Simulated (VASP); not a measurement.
Input:

```
CaF2
1.0
    0.00000     2.71371     2.71371
    2.71371     0.00000     2.71371
    2.71371     2.71371     0.00000
Ca F
1 2
Direct
  0.00000   0.00000   0.00000
  0.25000   0.25000   0.25000
  0.75000   0.75000   0.75000
```

These are PBEsol GGA, VASP's PBE PAW potentials (set 64) (plane waves; VASP 6.6.1) values and carry that method's errors. Numerical set-up: 600 eV cut-off, 6×6×6 Γ-centred mesh, Gaussian smearing of 0.050 eV, potentials Ca_sv F.

Energy and stress use the plane-wave basis of the starting cell.

Question: The ions, cell shape and volume at an external pressure of 5.0 GPa are relaxed. Which structure does the run end with?

Answer: 
```
CaF2
1.0
    0.00000     2.66657     2.66657
    2.66657     0.00000     2.66657
    2.66657     2.66657     0.00000
Ca F
1 2
Cartesian
  0.00000   0.00000   0.00000
  1.33328   1.33328   1.33328
  3.99985   3.99985   3.99985
```
Space group Fm-3m (225), at a tolerance of 0.03 Å.

Question: How do energy and volume change from the first to the last step?

Answer: The energy (σ→0) changes by +9.9 meV/atom and the volume by -5.1 %, in 3 ionic steps.

The compound is CaF2 in the fluorite structure. This run relaxes it under an external pressure of 5 GPa. Symmetry was kept, so distortions that lower it aren't found.
